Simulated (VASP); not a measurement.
# GeB2C2 (P-3m1) in VASP: notebook

One crystal, GeB2C2, is run at these levels: PBE, r2SCAN; tasks: relaxation of cell and atoms, single point.

Everything below comes from runs of VASP 6.6.1. Logs are shortened: lines on timing, memory, paths and dates and some standing lists are left out, and cuts for length are marked.

## 1. The crystal as given

The structure is trigonal, space group P-3m1 (No. 164). The conventional cell has a = 2.748 Å, b = 2.748 Å, c = 8.164 Å, α = 90.00°, β = 90.00°, γ = 120.00°. Ge (site symmetry -3m) has 6 Ge at 2.75 Å and 6 C at 2.83 Å and 6 B at 2.86 Å as nearest neighbours. B (site symmetry 3m) is surrounded by 3 C at 1.59 Å. C (site symmetry 3m) has 3 B at 1.59 Å as nearest neighbours.

The cell was built by a generator and needn't be a form met in nature.

## 2. Relaxation of cell and atoms, PBE

INCAR reads:

```
  PREC = Accurate
  ENCUT = 520
  EDIFF = 1E-6
  ISMEAR = 0
  SIGMA = 0.1
  LREAL = False
  LASPH = True
  NELM = 120
  ALGO = Normal
  ISIF = 3
  LWAVE = False
  LCHARG = False
  GGA = PE
  IBRION = 2
  NSW = 90
  EDIFFG = -0.01
  KPAR = 4
```

KPOINTS reads:

```
Automatic mesh
0
Gamma
  12 12 4
```

POSCAR reads:

```
GeB2C2
1.0
    2.7480702300      0.0000000000      0.0000000000
   -1.3740351200      2.3798986300      0.0000000000
    0.0000000000      0.0000000000      8.1640000000
Ge B C
1 2 2
Direct
    0.0000000000      0.0000000000      0.0000000000
    0.6666666700      0.3333333300      0.7088437000
    0.3333333300      0.6666666700      0.2911563000
    0.3333333300      0.6666666700      0.7122734000
    0.6666666700      0.3333333300      0.2877266000
```

Potentials or basis: VASP PAW PBE potentials, release 64 (Ge_d, B, C).

Run with:

```console
cat potpaw_PBE.64/Ge_d/POTCAR potpaw_PBE.64/B/POTCAR potpaw_PBE.64/C/POTCAR > POTCAR
mpirun -np 4 vasp_std > vasp.out
```

OUTCAR:

```text
PREC = Accurate
   ENCUT = 520
   EDIFF = 1E-6
   ISMEAR = 0
   LREAL = False
   LASPH = True
   NELM = 120
   ISIF = 3
   GGA = PE
   IBRION = 2
   NSW = 90
   EDIFFG = -0.01

 ion  position               nearest neighbor table
   1  0.000  0.000  0.000-
   2  0.667  0.333  0.709-   4 1.59   4 1.59   4 1.59
   3  0.333  0.667  0.291-   5 1.59   5 1.59   5 1.59
   4  0.333  0.667  0.712-   2 1.59   2 1.59   2 1.59
   5  0.667  0.333  0.288-   3 1.59   3 1.59   3 1.59

  LATTYP: Found a hexagonal cell.
 ALAT       =     2.7480702300
 C/A-ratio  =     2.9708119941

  Lattice vectors:

 A1 = (   2.7480702300,   0.0000000000,   0.0000000000)
 A2 = (  -1.3740351200,   2.3798986300,   0.0000000000)
 A3 = (   0.0000000000,   0.0000000000,   8.1640000000)

Analysis of symmetry for initial positions (statically):
=====================================================================
 Subroutine PRICEL returns:
 Original cell was already a primitive cell.

 Routine SETGRP: Setting up the symmetry group for a
 hexagonal supercell.

 Subroutine GETGRP returns: Found 12 space group operations
 (whereof 12 operations were pure point group operations)
 out of a pool of 24 trial point group operations.

The static configuration has the point symmetry D_3d.

Analysis of symmetry for dynamics (positions and initial velocities):
=====================================================================
 Subroutine PRICEL returns:
 Original cell was already a primitive cell.

 Routine SETGRP: Setting up the symmetry group for a
 hexagonal supercell.

 Subroutine GETGRP returns: Found 12 space group operations
 (whereof 12 operations were pure point group operations)
 out of a pool of 24 trial point group operations.

The dynamic configuration has the point symmetry D_3d.

 Subroutine INISYM returns: Found 12 space group operations
 (whereof 12 operations are pure point group operations),
 and found     1 'primitive' translations

----------------------------------------------------------------------------------------

                                     Primitive cell

  volume of cell :      53.3936

  direct lattice vectors                    reciprocal lattice vectors
     2.748070230  0.000000000  0.000000000     0.363891719  0.210092983  0.000000000
    -1.374035120  2.379898630  0.000000000     0.000000000  0.420185964  0.000000000
     0.000000000  0.000000000  8.164000000     0.000000000  0.000000000  0.122488976

  length of vectors
     2.748070230  2.748070232  8.164000000     0.420185964  0.420185964  0.122488976

  position of ions in fractional coordinates (direct lattice)
     0.000000000  0.000000000  0.000000000
     0.666666670  0.333333330  0.708843700
     0.333333330  0.666666670  0.291156300
     0.333333330  0.666666670  0.712273400
     0.666666670  0.333333330  0.287726600

  ion indices of the primitive-cell ions
   primitive index   ion index
                 1           1
                 2           2
                 3           3
                 4           4
                 5           5

----------------------------------------------------------------------------------------

 KPOINTS: Automatic mesh

Automatic generation of k-mesh.
 Grid dimensions read from file:
 generate k-points for:   12   12    4

 Generating k-lattice:

  Cartesian coordinates                     Fractional coordinates (reciprocal lattice)
     0.030324310  0.017507749  0.000000000     0.083333333  0.000000000  0.000000000
     0.000000000  0.035015497  0.000000000     0.000000000  0.083333333  0.000000000
     0.000000000  0.000000000  0.030622244     0.000000000  0.000000000  0.250000000

  Length of vectors
     0.035015497  0.035015497  0.030622244

  Shift w.r.t. Gamma in fractional coordinates (k-lattice)
     0.000000000  0.000000000  0.000000000

 Subroutine IBZKPT returns following result:
 ===========================================

 Found     69 irreducible k-points:

 Following reciprocal coordinates:
            Coordinates               Weight
  0.000000  0.000000  0.000000      1.000000
  0.083333 -0.000000  0.000000      6.000000
  0.166667 -0.000000  0.000000      6.000000
  0.250000  0.000000  0.000000      6.000000
  0.333333  0.000000  0.000000      6.000000
  0.416667 -0.000000  0.000000      6.000000
[... 16 lines left out ...]
  0.166667 -0.000000  0.250000      6.000000
  0.000000  0.166667  0.250000      6.000000
 [... further k-points ...]
   k-points           NKPTS =     69   k-points in BZ     NKDIM =     69   number of bands    NBANDS=     18
   number of dos      NEDOS =    301   number of ions     NIONS =      5
   total plane-waves  NPLWV =  25600
   dimension x,y,z NGX =    20 NGY =   20 NGZ =   64
   dimension x,y,z NGXF=    40 NGYF=   40 NGZF=  128
   ions per type =               1   2   2
   NGX,Y,Z   is equivalent  to a cutoff of  12.10, 12.10, 13.03 a.u.
   NGXF,Y,Z  is equivalent  to a cutoff of  24.20, 24.20, 26.07 a.u.
 SYSTEM =  unknown system
   PREC   = accura    normal or accurate (medium, high low for compatibility)
   ISTART =      0    job   : 0-new  1-cont  2-samecut
   ICHARG =      2    charge: 1-file 2-atom 10-const
   ISPIN  =      1    spin polarized calculation?
   LNONCOLLINEAR =      F non collinear calculations
   LSORBIT =      F    spin-orbit coupling
   LASPH  =      T    aspherical Exc in radial PAW
   ENCUT  =  520.0 eV  38.22 Ry    6.18 a.u.   5.11  5.11 15.18*2*pi/ulx,y,z
   NELM   =    120;   NELMIN=  2; NELMDL= -5     # of ELM steps
   EDIFF  = 0.1E-05   stopping-criterion for ELM
   LREAL  =      F    real-space projection
   EDIFFG = -.1E-01   stopping-criterion for IOM
   NSW    =     90    number of steps for IOM
   IBRION =      2    ionic relax: 0-MD 1-quasi-New 2-CG
   NFREE  =      1    steps in history (QN), initial steepest desc. (CG)
   ISIF   =      3    stress and relaxation
   ISYM   =      2    0-nonsym 1-usesym 2-fastsym
   POTIM  = 0.5000    time-step for ionic-motion
   TEBEG  =    0.0;   TEEND  =   0.0 temperature during run
   PSTRESS=    0.0 pullay stress
   NELECT =      28.0000    total number of electrons
   NUPDOWN=      -1.0000    fix difference up-down
   EMIN   =  10.00;   EMAX   =-10.00  energy-range for DOS
   EFERMI =   0.00;   METHOD = LEGACY
   ISMEAR =     0;   SIGMA  =   0.10  broadening in eV -4-tet -1-fermi 0-gaus
   EFERMI_NEDOS =   21; number of points for ismear=-14 and -15
   IALGO  =     38    algorithm
   IMIX   =      4    mixing-type and parameters
     AMIX     =   0.40;   BMIX     =  1.00
     AMIX_MAG =   1.60;   BMIX_MAG =  1.00
  volume/ion in A,a.u.               =      10.68        72.06
  Fermi-wavevector in a.u.,A,eV,Ry     =   1.320174  2.494767 23.713031  1.742859
  Thomas-Fermi vector in A             =   2.450019
   LORBIT       =      0    0 simple, 1 ext, 2 COOP (PROOUT), +10 PAW based schemes
   GGA     = PE    functional components
   LHFCALC =     F    Hartree Fock is set to
   AEXX    =    0.0000 exact exchange contribution
   IVDW    =     0    specifies the selected vdW correction
   LEPSILON=     F    determine dielectric tensor
   LRPA    =     F    only Hartree local field effects (RPA)
 conjugate gradient relaxation of ions
 non-spin polarized calculation
 Gauss-broadening in eV      SIGMA  =   0.10
  energy-cutoff  :      520.00
  volume of cell :       53.39
 maximum number of plane-waves:      1459
   NGX = 11   NGY = 11   NGZ = 31

--------------------------------------- Ionic step        1  -------------------------------------------

 number of electron      27.9999979 magnetization

 Free energy of the ion-electron system (eV)
  ---------------------------------------------------
  ext. energy  EPLUGINS =         0.00000000
  ---------------------------------------------------
  free energy    TOTEN  =       -34.06536917 eV

  energy without entropy =      -34.05639902  energy(sigma->0) =      -34.06088410

------------------------ aborting loop because EDIFF is reached ----------------------------------------

  FORCE on cell =-STRESS in cart. coord.  units (eV):
  Direction    XX          YY          ZZ          XY          YZ          ZX
  --------------------------------------------------------------------------------------
  -------------------------------------------------------------------------------------
  Total       -0.0514092     -0.0514092     -0.6546665      0.0000000      0.0000000     -0.0000000
  in kB       -1.5426305     -1.5426305    -19.6445208      0.0000000      0.0000000     -0.0000000
  external PRESSURE =      -7.5765939 kB  Pullay stress =       0.0000000 kB

 VOLUME and BASIS-vectors are now :
 -----------------------------------------------------------------------------
  energy-cutoff  :      520.00
  volume of cell :       53.39
      direct lattice vectors                 reciprocal lattice vectors
     2.748070230  0.000000000  0.000000000     0.363891719  0.210092983  0.000000000
    -1.374035120  2.379898630  0.000000000     0.000000000  0.420185964  0.000000000
     0.000000000  0.000000000  8.164000000     0.000000000  0.000000000  0.122488976
[... 274 lines left out ...]
 POSITION                                       TOTAL-FORCE (eV/Angst)
 -----------------------------------------------------------------------------------
      0.00000      0.00000      0.00000         0.000000      0.000000      0.000000
      1.37468      0.79367      5.67747        -0.000000      0.000000      0.005809
     -0.00000      1.58734      2.32469         0.000000     -0.000000     -0.005809
     -0.00000      1.58734      5.71101         0.000000     -0.000000     -0.017987
      1.37468      0.79367      2.29116        -0.000000      0.000000      0.017987
 -----------------------------------------------------------------------------------
    total drift:                                0.000000      0.000000     -0.000000

  FREE ENERGIE OF THE ION-ELECTRON SYSTEM (eV)
  ---------------------------------------------------
  free  energy   TOTEN  =       -34.0721566114 eV

  energy  without entropy=      -34.0643894543  energy(sigma->0) =      -34.06827303

--------------------------------------- Ionic step        9  -------------------------------------------

 number of electron      27.9999980 magnetization

 Free energy of the ion-electron system (eV)
  ---------------------------------------------------
  ext. energy  EPLUGINS =         0.00000000
  ---------------------------------------------------
  free energy    TOTEN  =       -34.07227626 eV

  energy without entropy =      -34.06447258  energy(sigma->0) =      -34.06837442

 E-fermi :   4.8347     XC(G=0): -10.9418

 val. band max:        4.8265094703   @ k =   0.0833  -0.0000   0.0000
 cond. band min:       4.8798142109   @ k =   0.2500   0.2500   0.2500
 fundamental gap:      0.0533047406
 Fermi energy:         4.8347282098

 k-point     1 :       0.0000    0.0000    0.0000
  band No.  band energies     occupation
      1     -20.2989      2.00000
      2     -20.2222      2.00000
      3     -20.2222      2.00000
      4     -20.1442      2.00000
      5     -20.1442      2.00000
      6     -10.0970      2.00000
[... 10 lines left out ...]
     17      13.7502      0.00000
     18      13.7502      0.00000
[... 463 lines left out ...]
 k-point    24 :       0.0000    0.1667    0.2500
  band No.  band energies     occupation
      1     -20.2781      2.00000
      2     -20.2234      2.00000
      3     -20.1785      2.00000
      4     -20.1702      2.00000
      5     -20.1497      2.00000
      6      -9.4458      2.00000
[... 10 lines left out ...]
     17      13.4401      0.00000
     18      13.4945      0.00000

 [... further k-points ...]

------------------------ aborting loop because EDIFF is reached ----------------------------------------

  FORCE on cell =-STRESS in cart. coord.  units (eV):
  Direction    XX          YY          ZZ          XY          YZ          ZX
  --------------------------------------------------------------------------------------
  -------------------------------------------------------------------------------------
  Total        0.0039527      0.0039527      0.0287148     -0.0000000      0.0000000     -0.0000000
  in kB        0.1206877      0.1206877      0.8767553     -0.0000000      0.0000000     -0.0000000
  external PRESSURE =       0.3727102 kB  Pullay stress =       0.0000000 kB

 VOLUME and BASIS-vectors are now :
 -----------------------------------------------------------------------------
  energy-cutoff  :      520.00
  volume of cell :       52.47
      direct lattice vectors                 reciprocal lattice vectors
     2.749901160 -0.000000000 -0.000000000     0.363649434  0.209953099  0.000000000
    -1.374950585  2.381484262 -0.000000000     0.000000000  0.419906197  0.000000000
    -0.000000000 -0.000000000  8.012586318     0.000000000  0.000000000  0.124803648

 POSITION                                       TOTAL-FORCE (eV/Angst)
 -----------------------------------------------------------------------------------
      0.00000      0.00000      0.00000         0.000000     -0.000000     -0.000000
      1.37495      0.79383      5.68495        -0.000000     -0.000000      0.000288
     -0.00000      1.58766      2.32764        -0.000000      0.000000     -0.000288
     -0.00000      1.58766      5.71737         0.000000     -0.000000     -0.002813
      1.37495      0.79383      2.29522        -0.000000      0.000000      0.002813
 -----------------------------------------------------------------------------------
    total drift:                                0.000000     -0.000000     -0.000000

  FREE ENERGIE OF THE ION-ELECTRON SYSTEM (eV)
  ---------------------------------------------------
  free  energy   TOTEN  =       -34.0722762581 eV

  energy  without entropy=      -34.0644725849  energy(sigma->0) =      -34.06837442

 reached required accuracy - stopping structural energy minimisation
```

Run time: 1.9 min. Hardware: 4 MPI ranks of AMD EPYC 7R43 (Zen 3), shared host; peak memory 0.19 GiB.

What came out:

```
Free energy                            : -34.0723 eV
Relaxed volume                         : 10.49 Å³/atom
Relaxed cell                           : a = 2.750 Å, b = 2.750 Å, c = 8.013 Å, α = 90.00°, β = 90.00°, γ = 120.00°
Space group after relaxing (to 0.05 Å) : P-3m1 (No. 164)
Energy gained by relaxing              : 1.4 meV/atom
Ionic steps                            : 9
Pressure after relaxing                : 0.0 GPa
Band gap on the k mesh                 : none (metal or under the smearing width)
```

Forces in eV/Å, atoms in the order of the input:
```
Ge   0.000  0.000  0.000
B    0.000  0.000  0.000
B    0.000  0.000  0.000
C    0.000  0.000 -0.003
C    0.000  0.000  0.003
```

The path:
| step | energy change (eV) | largest force (eV/Å) | pressure (GPa) | volume (Å³) |
| --- | --- | --- | --- | --- |
| 1 | 0.0000 | 0.0772 | -0.76 | 53.39 |
| 2 | -0.0039 | 0.0457 | -0.16 | 53.00 |
| 3 | -0.0060 | 0.0126 | 0.88 | 52.33 |
| 4 | -0.0056 | 0.0234 | -0.48 | 52.45 |
| 5 | -0.0068 | 0.0177 | 0.23 | 52.38 |
| 6 | -0.0068 | 0.0178 | 0.21 | 52.38 |
| 7 | -0.0065 | 0.0208 | -0.14 | 52.42 |
| 8 | -0.0068 | 0.0180 | 0.21 | 52.38 |
| 9 | -0.0069 | 0.0028 | 0.04 | 52.47 |

Final structure:
```yaml
crystal:
  lattice:
    - [2.74990, 0.00000, 0.00000]
    - [-1.37495, 2.38148, 0.00000]
    - [0.00000, 0.00000, 8.01259]
  atoms:
    - { symbol: Ge, position: [0.00000, 0.00000, 0.00000] }
    - { symbol: B, position: [0.66667, 0.33333, 0.70950] }
    - { symbol: B, position: [0.33333, 0.66667, 0.29050] }
    - { symbol: C, position: [0.33333, 0.66667, 0.71355] }
    - { symbol: C, position: [0.66667, 0.33333, 0.28645] }
```

Caveat: this functional lacks dispersion, which binds the layers, so the pressure and a relaxed spacing across them are unreliable.

## 3. Relaxation of cell and atoms, PBE

This run uses another cell than the first one, of 10.49 Å³/atom, 0.983 times its volume.

Changes to INCAR since step 2:

```diff
@@ -2,3 +2,3 @@
   ENCUT = 520
-  EDIFF = 1E-6
+  EDIFF = 1E-7
   ISMEAR = 0
@@ -14,4 +14,5 @@
   IBRION = 2
-  NSW = 90
-  EDIFFG = -0.01
+  NSW = 60
+  EDIFFG = -0.005
+  POTIM = 0.3
   KPAR = 4
```

KPOINTS is that of step 2.

POSCAR reads:

```
GeB2C2                                  
1.0
    2.7499011596     -0.0000000000     -0.0000000000
   -1.3749505848      2.3814842615     -0.0000000000
   -0.0000000000     -0.0000000000      8.0125863180
  Ge              B               C             
     1     2     2
Direct
     0.0000000000000000    0.0000000000000000    0.0000000000000000
     0.6666666699999979    0.3333333300000021    0.7095023637626698
     0.3333333300000021    0.6666666699999979    0.2904976362373300
     0.3333333300000021    0.6666666699999979    0.7135483583188167
     0.6666666699999979    0.3333333300000021    0.2864516416811834
```

Potentials or basis: VASP PAW PBE potentials, release 64 (Ge_d, B, C).

Run with:

```console
cat potpaw_PBE.64/Ge_d/POTCAR potpaw_PBE.64/B/POTCAR potpaw_PBE.64/C/POTCAR > POTCAR
mpirun -np 4 vasp_std > vasp.out
```

It took 40 s on 4 MPI ranks of AMD EPYC 7R43 (Zen 3), shared host; peak memory 0.17 GiB.

The run converged. Its results:

| Property | Result |
| --- | --- |
| Free energy | -34.0719 eV |
| Relaxed volume | 10.50 Å³/atom |
| Relaxed cell | a = 2.750 Å, b = 2.750 Å, c = 8.014 Å, α = 90.00°, β = 90.00°, γ = 120.00° |
| Space group after relaxing (to 0.05 Å) | P-3m1 (No. 164) |
| Energy gained by relaxing | 0.0 meV/atom |
| Ionic steps | 2 |
| Pressure after relaxing | 0.0 GPa |
| Band gap on the k mesh | none (metal or under the smearing width) |

Stress tensor (GPa, compression positive):
```
-0.02  0.00  0.00
 0.00 -0.02  0.00
 0.00  0.00  0.07
```

Final structure:
```
CELL_PARAMETERS angstrom
2.75009 0.00000 0.00000
-1.37505 2.38165 0.00000
0.00000 0.00000 8.01424
ATOMIC_POSITIONS crystal
Ge 0.00000 0.00000 0.00000
B 0.66667 0.33333 0.70950
B 0.33333 0.66667 0.29050
C 0.33333 0.66667 0.71354
C 0.66667 0.33333 0.28646
```

Levels at points of the mesh, in eV from the Fermi level:
| k point | band 11 | band 12 | band 13 | band 14 | band 15 | band 16 | band 17 | band 18 |
| --- | --- | --- | --- | --- | --- | --- | --- | --- |
| (0.00, 0.00, 0.00) | 0.21 | 0.21 | 0.25 | 0.25 | 3.57 | 8.33 | 8.92 | 8.92 |
| (0.50, 0.00, 0.00) | -5.01 | -2.51 | -2.40 | -0.22 | 0.56 | 1.66 | 3.86 | 5.92 |
| (0.00, 0.00, 0.50) | 0.22 | 0.22 | 0.25 | 0.25 | 2.18 | 8.96 | 8.96 | 9.57 |
| (0.50, 0.00, 0.50) | -4.83 | -2.46 | -2.46 | -1.03 | 0.46 | 2.25 | 4.89 | 6.20 |

Caveat: this functional lacks dispersion, which binds the layers, so the pressure and a relaxed spacing across them are unreliable.

(Continued in part 2 of 2.)
